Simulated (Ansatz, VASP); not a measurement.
**SiTe in two plane-wave programs**

Aim: how closely do two programs agree when they are given the same cell, functional and k mesh? The cell is generated by rule, not measured, and may not be a known phase. The cell is taken from a series of runs on this material, whose earlier steps may have relaxed, scaled, displaced or heated it; both programs get it as it stands.

Main program and level: Ansatz 0.2.0; plane waves, with VASP 6.6.1 beside it; relaxation of cell and atoms at LDA.

The structure was built from a prototype and need not be the compound's stable phase.

**1. The starting structure**

The structure is cubic, space group F-43m (No. 216). Conventional cell: a = 6.383 Å, b = 6.383 Å, c = 6.383 Å, α = 90.00°, β = 90.00°, γ = 90.00°. Si has 4 Te at 2.76 Å nearest. Te has 4 Si at 2.76 Å nearest. Farther neighbours and most contacts between anions are not listed.

Structure file:

```xyz
2
Lattice="0.0000 3.1913 3.1913 3.1913 0.0000 3.1913 3.1913 3.1913 0.0000" Properties=species:S:1:pos:R:3 pbc="T T T"
Si    0.0000    0.0000    0.0000
Te    4.7869    4.7869    4.7869
```

**2. VASP: relaxation of cell and atoms, LDA**

The relaxed volume is the usual yardstick between codes: in a stiff, nearly cubic crystal its relative difference is about their pressure difference at one cell divided by the bulk modulus.

Lines of VASP's logs that name or quote its potential files are left out, and so is its time.

INCAR

```
SYSTEM = SiTe
PREC = Accurate
ENCUT = 500
EDIFF = 1E-07
NELM = 120
ISMEAR = 0
SIGMA = 0.1
LREAL = .FALSE.
ALGO = Normal
GGA = PW92
NBANDS = 11
LORBIT = 11
LWAVE = .FALSE.
LCHARG = .FALSE.
ISIF = 3
IBRION = 2
NSW = 80
EDIFFG = -0.005
LASPH = .TRUE.
GGA_COMPAT = .FALSE.
NELMIN = 4
```

POSCAR

```
SiTe
1.0
    0.0000000000      3.1912910000      3.1912910000
    3.1912910000      0.0000000000      3.1912910000
    3.1912910000      3.1912910000      0.0000000000
Si Te
1 1
Direct
    0.0000000000      0.0000000000      0.0000000000
    0.7500000000      0.7500000000      0.7500000000
```

KPOINTS

```
Automatic mesh
0
Gamma
10 10 10
0 0 0
```

PAW data sets: Si and Te (LDA family, release 64).

Launch:

```sh
> mpirun -np 1 vasp_std
```

Numbers of over 12 decimals in the logs are rounded to 6 here.

The log of the run:

```text
[banner, memory and clock lines left out]
running    1 mpi-ranks, on    1 nodes
 distrk:  each k-point on    1 cores,    1 groups
 distr:  one band on    1 cores,    1 groups

 POSCAR found type information on POSCAR SiTe
 POSCAR found :  2 types and       2 ions
|                                                                             |
|               ----> ADVICE to this user running VASP <----                  |
|                                                                             |
|     You enforced a specific xc type in the INCAR file but a different       |
|     [... a line on the potential file left out ...]
|     I HOPE YOU KNOW WHAT YOU ARE DOING!                                     |
|                                                                             |

 LDA part: xc-table for (Slater(with rela. corr.)+PW92), standard interpolation
 POSCAR, INCAR and KPOINTS ok, starting setup
 FFT: planning ... GRIDC
 FFT: planning ... GRID_SOFT
 FFT: planning ... GRID
 WAVECAR not read
 entering main loop
       N       E                     dE             d eps       ncg     rms          rms(c)
DAV:   1     0.238092537918E+02    0.23809E+02   -0.36052E+03  1034   0.666E+02
DAV:   2    -0.699287892516E+01   -0.30802E+02   -0.29693E+02  1390   0.100E+02
DAV:   3    -0.855423115460E+01   -0.15614E+01   -0.15547E+01  1398   0.234E+01
DAV:   4    -0.857537875026E+01   -0.21148E-01   -0.21144E-01  1189   0.317E+00
DAV:   5    -0.857589130751E+01   -0.51256E-03   -0.51255E-03  1292   0.484E-01    0.906E+00
DAV:   6    -0.854732261249E+01    0.28569E-01   -0.13872E-02  1172   0.554E-01    0.544E+00
DAV:   7    -0.853355047375E+01    0.13772E-01   -0.25491E-02  1154   0.775E-01    0.105E-01
DAV:   8    -0.853346346047E+01    0.87013E-04   -0.11020E-03  1145   0.200E-01    0.792E-02
DAV:   9    -0.853346059467E+01    0.28658E-05   -0.55779E-05  1194   0.432E-02    0.359E-02
DAV:  10    -0.853346047429E+01    0.12038E-06   -0.25138E-06  1246   0.984E-03    0.161E-02
DAV:  11    -0.853346055489E+01   -0.80600E-07   -0.61155E-07  1153   0.400E-03
   1 F= -.85334606E+01 E0= -.85316201E+01  d E =-.853346E+01
 curvature:   0.00 expect dE= 0.000E+00 dE for cont linesearch  0.000E+00
 trial: gam= 0.00000 g(F)=  0.410E-48 g(S)=  0.207E-04 ort = 0.000E+00 (trialstep = 0.100E+01)
 search vector abs. value=  0.207E-04
 bond charge predicted
       N       E                     dE             d eps       ncg     rms          rms(c)
DAV:   1    -0.853350858771E+01   -0.48113E-04   -0.72268E-04  1112   0.116E-01    0.346E-02
DAV:   2    -0.853347933021E+01    0.29258E-04   -0.66641E-05  1070   0.387E-02    0.169E-02
DAV:   3    -0.853347188756E+01    0.74427E-05   -0.15266E-05  1133   0.179E-02    0.101E-02
DAV:   4    -0.853347076270E+01    0.11249E-05   -0.14929E-06  1206   0.593E-03    0.137E-02
DAV:   5    -0.853347056983E+01    0.19287E-06   -0.34230E-07  1109   0.281E-03    0.561E-03
DAV:   6    -0.853347055943E+01    0.10404E-07   -0.60797E-08   553   0.119E-03
   2 F= -.85334706E+01 E0= -.85316240E+01  d E =-.100045E-04
 trial-energy change:   -0.000010  1 .order   -0.000010   -0.000021    0.000000
 step:   0.9964(harm=  0.9964)  dis= 0.00000  next Energy=    -8.533471 (dE=-0.103E-04)
 reached required accuracy - stopping structural energy minimisation
```

From OUTCAR (step 2):

```text
ion  position               nearest neighbor table
   1  0.000  0.000  0.000-   2 2.76   2 2.76   2 2.76   2 2.76
   2  0.750  0.750  0.750-   1 2.76   1 2.76   1 2.76   1 2.76

  LATTYP: Found a face centered cubic cell.
 ALAT       =     6.3825820000

 Subroutine GETGRP returns: Found 24 space group operations
 (whereof 24 operations were pure point group operations)

The static configuration has the point symmetry T_d .

 Found     47 irreducible k-points:

   k-points           NKPTS =     47   k-points in BZ     NKDIM =     47   number of bands    NBANDS=     11

   dimension x,y,z NGX =    36 NGY =   36 NGZ =   36
   dimension x,y,z NGXF=    72 NGYF=   72 NGZF=   72

   ENCUT  =  500.0 eV  36.75 Ry    6.06 a.u.   8.23  8.23  8.23*2*pi/ulx,y,z

   NELECT =      10.0000    total number of electrons

 k-points in reciprocal lattice and weights: Automatic mesh
   0.00000000  0.00000000  0.00000000       0.001
   0.10000000  0.00000000  0.00000000       0.008
   0.20000000  0.00000000  0.00000000       0.008
   0.30000000  0.00000000  0.00000000       0.008
   0.40000000  0.00000000  0.00000000       0.008
   0.50000000  0.00000000  0.00000000       0.004
   0.10000000  0.10000000  0.00000000       0.006
   0.20000000  0.10000000  0.00000000       0.024
   0.30000000  0.10000000  0.00000000       0.024
[...]
-0.30000000  0.40000000  0.20000000       0.024
  -0.30000000  0.50000000  0.20000000       0.012

 average (electrostatic) potential at core
       1 -87.3037       2 -91.2441

 E-fermi :   4.5827

 k-point     1 :       0.0000    0.0000    0.0000
  band No.  band energies     occupation
      1      -8.4915      2.00000
      2       0.4318      2.00000
      3       2.0615      2.00000
      4       2.0615      2.00000
      5       2.0615      2.00000
      6       5.1202      0.00000
      7       5.1202      0.00000
      8       5.1202      0.00000
      9       8.8681      0.00000
     10      10.7980      0.00000
    ...

 k-point     2 :       0.1000    0.0000    0.0000
  band No.  band energies     occupation
      1      -8.4232      2.00000
      2      -0.1983      2.00000
      3       1.9643      2.00000
      4       1.9643      2.00000
      5       2.4134      2.00000
      6       5.2753      0.00000
      7       5.2753      0.00000
      8       5.2899      0.00000
      9       9.2553      0.00000
     10      10.4949      0.00000
    ...

 k-point     3 :       0.2000    0.0000    0.0000
  band No.  band energies     occupation
      1      -8.2294      2.00000
      2      -1.2664      2.00000
      3       1.7463      2.00000
      4       1.7463      2.00000
      5       2.6241      2.00000
      6       5.6179      0.00000
      7       5.6179      0.00000
      8       5.9992      0.00000
      9      10.0310      0.00000
     10      10.1946      0.00000
    ...

  Total       -0.0000611     -0.0000611     -0.0000611      0.0000000      0.0000000     -0.0000000
  in kB       -0.0015039     -0.0015039     -0.0015039      0.0000000      0.0000000     -0.0000000
  external PRESSURE =      -0.0015039 kB  Pullay stress =       0.0000000 kB

  energy-cutoff  :      500.00
  volume of cell :       65.08
      direct lattice vectors                 reciprocal lattice vectors
    -0.000000000  3.192592427  3.192592427    -0.156612537  0.156612537  0.156612537
     3.192592427 -0.000000000  3.192592427     0.156612537 -0.156612537  0.156612537
     3.192592427  3.192592427 -0.000000000     0.156612537  0.156612537 -0.156612537

 POSITION                                       TOTAL-FORCE (eV/Angst)
 -----------------------------------------------------------------------------------
      6.38518      6.38518      6.38518         0.000000      0.000000      0.000000
      4.78889      4.78889      4.78889        -0.000000     -0.000000     -0.000000
 -----------------------------------------------------------------------------------
    total drift:                               -0.000000     -0.000000     -0.000000

  FREE ENERGIE OF THE ION-ELECTRON SYSTEM (eV)
  ---------------------------------------------------
  free  energy   TOTEN  =        -8.5334705594 eV

  energy  without entropy=       -8.5297774686  energy(sigma->0) =       -8.53162401

 reached required accuracy - stopping structural energy minimisation

 total charge
# of ion       s       p       d       tot
------------------------------------------
    1        0.967   0.595   0.000   1.562
    2        1.420   1.910   0.049   3.379
--------------------------------------------------
tot          2.388   2.505   0.049   4.941

[... 3 further parts left out ...]
```

The run keeps the 24 symmetry operations of its start, so it cannot find a distortion of lower symmetry.

**3. Ansatz: relaxation of cell and atoms, LDA**

Ansatz runs on its default PAW (the set named soft_2) files.

The same cell, functional (in two slightly different forms), mesh and smearing now go to Ansatz, which takes its cutoff from its data sets.

input.yaml

```yaml
crystal:
  lattice:
    - [0.0, 3.1912909903, 3.1912909903]
    - [3.1912909903, 0.0, 3.1912909903]
    - [3.1912909903, 3.1912909903, 0.0]
  atoms:
    - { symbol: Si, position: [0.0, 0.0, 0.0] }
    - { symbol: Te, position: [0.75, 0.75, 0.75] }
kpoints:
  mp_grid: { grid: [10, 10, 10] }
hamiltonian:
  xc: lda
scf:
  occupations: { method: gaussian, width: 0.1 }
output:
  forces: true
  stress: true
  eigenvalues: true
relax:
  adjacent_minimum: "off"
  f_tol: 0.003
  max_steps: 80
  cell: { stress_tol: 0.03 }
```

Launch:

```sh
> ansatz run input.yaml --threads 4 --pin off --max-ram 8192MiB --backend cpu --events-out ev --progress --plain --runs-dir out
```

The log of the run:

```text
Engine: ansatz 0.2.0, aarch64-unknown-linux-gnu
Pseudopotentials: kind: paw
Pseudopotential: Si, paw, valence charge 4, recommended cutoff 420 eV (normal), Si.paw.azcp
Pseudopotential: Te, paw, valence charge 16, recommended cutoff 420 eV (normal), Te.paw.azcp
Functional definition: SPW92
  exchange = slater_x
  correlation = pw_c
Crystal: 2 atoms, lattice volume = 65.002 Å³
Basis set: ecut = 420 eV, 1243 PW (Γ)
Bands: 14, of which v1, the nominal top of the filled ones, is band 10 counted from 1 (9 counted from 0)
Symmetry: 24 space group operations
Space group: F-43m (ITA 216), of the structure as read, at distance tolerance 4.0e-5 Å
k-points: 47 of 1000 (time reversal used)
Non-local potential: Si, projectors of the file, l = 0: 2, l = 1: 2, l = 2: 2
Non-local potential: Te, projectors of the file, l = 0: 2, l = 1: 2, l = 2: 2, l = 3: 2
PAW form: soft (Blöchl's): semilocal exchange-correlation on the pseudo side does not see the compensation charge
PAW frozen core: Si, regenerated for the run's functional, and the local potential with it (the file was generated under x = pbe(κ = 0.804, μ = 0.219515), c = pbe(β = 0.066725))
PAW frozen core: Te, regenerated for the run's functional, and the local potential with it (the file was generated under x = pbe(κ = 0.804, μ = 0.219515), c = pbe(β = 0.066725))
PAW one-centre angular grid: Si, 110 points (default); XC on 64 Gauss nodes
PAW one-centre angular grid: Te, 590 points (default); XC on 64 Gauss nodes
Initial density: superposition of atomic densities (neutral atoms: chi_scale 0, normalization atom), corrected by the library's trained network
Initial wavefunctions: pseudopotential atomic-orbital guess
Functional: x = slater, c = lda
SCF iter   1: F=—  HF=-7434.643156 eV  |F-HF|=—  |Δ(HF+E_count)|=         —  Δρ=6.28e-3  dr2=3.85e-2  ethr=1.77e-3  ⟨swp⟩=6.0  Hψ=4154  notcnv=0
preconditioner: auto → Kerker (q_TF=auto, 2.242 Å⁻¹)  [metal: Δε(μ)=0.033 eV  Ē_g=8.639 eV  σ=0.100 eV  W_gap=0.18  n_scr=14 (ndim 8)  ℏωp=14.6 eV  f_vac=0.016  D(μ)=0.76/eV (n_scr^D=0)]
SCF iter   2: F=—  HF=-7434.634078 eV  |F-HF|=—  |Δ(HF+E_count)|=   9.08e-3  Δρ=3.31e-3  dr2=9.79e-3  ethr=1.92e-4  ⟨swp⟩=1.2  Hψ=1045  notcnv=0
SCF iter   3: F=—  HF=-7434.630943 eV  |F-HF|=—  |Δ(HF+E_count)|=   3.13e-3  Δρ=5.33e-4  dr2=2.19e-4  ethr=4.90e-5  ⟨swp⟩=2.4  Hψ=849  notcnv=0
SCF iter   4: F=—  HF=-7434.630870 eV  |F-HF|=—  |Δ(HF+E_count)|=   7.38e-5  Δρ=2.28e-4  dr2=4.53e-5  ethr=1.09e-6  ⟨swp⟩=2.9  Hψ=1150  notcnv=0
SCF iter   5: F=—  HF=-7434.630862 eV  |F-HF|=—  |Δ(HF+E_count)|=   7.68e-6  Δρ=6.95e-5  dr2=5.48e-6  ethr=2.27e-7  ⟨swp⟩=2.4  Hψ=1135  notcnv=0
SCF iter   6: F=—  HF=-7434.630862 eV  |F-HF|=—  |Δ(HF+E_count)|=   1.95e-7  Δρ=2.74e-5  dr2=5.29e-7  ethr=2.74e-8  ⟨swp⟩=2.3  Hψ=1059  notcnv=0
SCF iter   7: F=-7434.630862 eV  HF=-7434.630862 eV  |F-HF|=8.19e-9  |Δ(HF+E_count)|=   5.31e-8  Δρ=3.51e-6  dr2=9.98e-9  ethr=5.00e-10  ⟨swp⟩=6.1  Hψ=3340  notcnv=0
SCF 1 converged in 7 iterations: F = -7434.630862 eV  dr2 = 9.98e-9
  greatest PAW one-centre occupation: 0.999 electrons in one spin orbital (limit 2), on the Te atom at site 1 (counted from 0), in its partial waves of l = 2
relax step   1: F+E_penalty+E_count = -7434.63086200 eV  Δ(F+E_penalty+E_count) = +0.000e0 eV  max|allowed force component| = 1.027e-15 eV/Å  Δτ_max = 0.0000 Å  P = -0.014 GPa  Ω = 65.002 Å³  (7 SCF iters, dr2 threshold 1.00e-7 eV, accepted)
Initial density: handed on by an earlier stage of this run
Initial wavefunctions: pseudopotential atomic-orbital guess (no wavefunctions were taken with the density)
iter 1 solved again at ethr=1.21e-7 eV; its pass at ethr=3.10e-3 eV (dr2=2.43e-5 eV) is discarded
SCF iter   1: F=—  HF=-7434.630861 eV  |F-HF|=—  |Δ(HF+E_count)|=         —  Δρ=3.69e-6  dr2=1.04e-8  ethr=1.21e-7  ⟨swp⟩=3.5  Hψ=6044  notcnv=0
eigensolver tolerance schedule: the retry pair's looser diagonalisation over-reported the residual by 2325.97 of it (diagonalisation noise at 0.10 of the residual, at the tolerance the schedule requests for it); recorded, not acted on — ethr = c·dr2/N_el stays at c = 1.0e-1
preconditioner: auto → Kerker (q_TF=auto, 2.242 Å⁻¹)  [metal: Δε(μ)=0.053 eV  Ē_g=8.601 eV  σ=0.100 eV  W_gap=0.28  n_scr=14 (ndim 8)  ℏωp=14.6 eV  f_vac=0.016  D(μ)=0.74/eV (n_scr^D=0)]
SCF iter   2: F=—  HF=-7434.630862 eV  |F-HF|=—  |Δ(HF+E_count)|=   1.03e-6  Δρ=2.31e-6  dr2=5.11e-9  ethr=5.22e-11  ⟨swp⟩=3.0  Hψ=1324  notcnv=0
SCF iter   3: F=—  HF=-7434.630862 eV  |F-HF|=—  |Δ(HF+E_count)|=   4.68e-9  Δρ=7.79e-7  dr2=7.84e-10  ethr=2.55e-11  ⟨swp⟩=1.7  Hψ=718  notcnv=0
SCF iter   4: F=—  HF=-7434.630862 eV  |F-HF|=—  |Δ(HF+E_count)|=  4.07e-10  Δρ=3.07e-7  dr2=1.21e-10  ethr=3.92e-12  ⟨swp⟩=2.0  Hψ=757  notcnv=0
SCF iter   5: F=-7434.630862 eV  HF=-7434.630862 eV  |F-HF|=3.64e-12  |Δ(HF+E_count)|=  1.09e-11  Δρ=8.20e-8  dr2=6.87e-12  ethr=1.00e-12  ⟨swp⟩=5.6  Hψ=3052  notcnv=0
SCF 2 converged in 5 iterations: F = -7434.630862 eV  dr2 = 6.87e-12
relax step   2: F+E_penalty+E_count = -7434.63086200 eV  Δ(F+E_penalty+E_count) = -1.159e-9 eV  max|allowed force component| = 8.789e-16 eV/Å  Δτ_max = 0.0000 Å  P = -0.014 GPa  Ω = 65.002 Å³  stress off target by 1.40e-2 GPa  SCF on the basis re-selected at this cell (its energy is not comparable with the rows above)  (5 SCF iters)
basis re-selected at this cell: Δ(F+E_penalty+E_count) = -1.159e-9 eV, ΔP = -0.000 GPa vs the last step (what re-selecting the basis moved, of the pressure what is left beyond the Pulay correction that the steps carried, after the strain that the cell walked since its last selection, with what the two solves' SCF thresholds leave and, on support functions, any second-order correction that the steps lacked; it is no m [...]
SCF converged after 5 iterations
Free energy (F): -7434.630862 eV
Harris-Foulkes:  -7434.630862 eV  (|F-HF|=3.64e-12)
Internal energy: -7434.627167 eV  (E = F + TS)
E sigma→0 (E₀):  -7434.629015 eV
Entropy (-TS):   -0.003695 eV (-1.847 meV/atom)
Fermi energy:    6.059911 eV
--- Per-component energies (eV) ---
  E_band       = -308.632486
  E_kinetic    = 218.530934
  E_local      = -1648.320379  (includes V_loc(G=0)·N_el)
  E_nonlocal   = -276.853842
  E_hartree    = 966.163084
  E_xc         = -177.403951
  E_vxc        = -150.143423  (∫ρ·V_xc dr)
  E_paw        = -4994.952855  (= ΣΔE_a)
  E_vpaw       = -384.171733  (= ΣTr[D̂ρ^β])
  E_aug_tail   = -0.000231  (compensation charges beyond the density's cutoff)
  E_ewald      = -1522.552918
  E_core_change = 0.762992  (= ΣΔE_core)
  E_smearing   = -0.003695  (= −TS)
  E_closure    = -0.000000  (closes the sum)
  Σ components = -7434.630862   (vs F -7434.630862, Δ=0.00e0)
--- Forces (eV/Å), atoms counted from 1 ---
  atom   1  Si     0.00000000     0.00000000    -0.00000000
  atom   2  Te    -0.00000000     0.00000000    -0.00000000
  max |Σ_I F_I| component: 1.50e-15 eV/Å
--- Stress (GPa, compression-positive) ---
       -0.014041       0.000000      -0.000000
        0.000000      -0.014041       0.000000
       -0.000000       0.000000      -0.014041
  P = ⅓ Tr σ = -0.0140 GPa (-0.140 kbar)
--- Band table (eV; the first three rows and the last of 47) ---
  k-point 0: bands = [... 6 lower, 1.8812, 3.5378, 3.5378, 3.5378, 6.6067, 6.6067, 6.6067, 10.3452]
  k-point 1: bands = [... 6 lower, 1.2576, 3.4407, 3.4407, 3.8846, 6.7618, 6.7618, 6.7746, 10.7335]
  k-point 2: bands = [... 6 lower, 0.1948, 3.2231, 3.2231, 4.0940, 7.1046, 7.1046, 7.4805, 11.5118]
  k-point 46: bands = [... 6 lower, -2.1894, 1.4181, 1.5939, 6.4994, 7.0632, 8.7298, 9.0116, 12.2305]
--- Relaxed structure (1 steps of the walk, 1 accepted, 1 SCFs on fresh bases) ---
  F+E_penalty+E_count = -7434.63086200 eV   max|allowed force component| = 8.789e-16 eV/Å   (the final SCF, on the basis selected at the relaxed cell)
  cell:  # Å, volume = 65.0024 Å³
    - [0.0, 3.1912909903, 3.1912909903]
    - [3.1912909903, 0.0, 3.1912909903]
    - [3.1912909903, 3.1912909903, 0.0]
  atoms:
    - { symbol: Si, position: [0.0, 0.0, 0.0] }
    - { symbol: Te, position: [0.75, 0.75, 0.75] }
```

The column dr2 measures how far the density is from self-consistency, as an energy; F and HF (Harris–Foulkes) agree once it is small.

**4. Differences**

Known differences besides the potentials themselves: the data sets hold 20 valence electrons in Ansatz (on its default PAW (the set named soft_2) files) and 10 in VASP; the cutoff is 420 eV in Ansatz and 500 eV in VASP; VASP's log shows a relativistic correction to its local exchange, Ansatz's none; Ansatz adds a Pulay correction to the stress that steers its cell, VASP none. Total energies have different zeros and are not compared.

Compared:

| quantity | Ansatz | VASP | difference |
| --- | --- | --- | --- |
| volume (Å³) | 65.00 | 65.08 | -0.12 % |
| edge a after relaxation, in the typed setting (Å) | 4.513 | 4.515 | -0.04 % |

**5. Results**

```
difference in volume (relaxation of cell and atoms, LDA) : -0.12 %
```

The difference in volume is -0.12 % (relaxation of cell and atoms, LDA), within the 1.2 % picked in this series as the mark of a large difference, as far as the stopping tolerances let one tell. The data sets hold unlike numbers of valence electrons (20 in Ansatz and 10 in VASP), so part of the differences comes from the potentials. How closely two codes agree says nothing of how well the functional describes the real material.

[Lines on the potential files, build, host, timing and source positions are cut from VASP's logs without a mark.]

[Logs are printed without paths, hosts, clocks, repeated set-up lines and the standing remarks that a program may print on its own settings, such as how far it seeks lower states.]

[Hosts, paths, dates, database ids (printed as entryN), source tags and the programs' standing remarks are cut or masked in the printed files.]
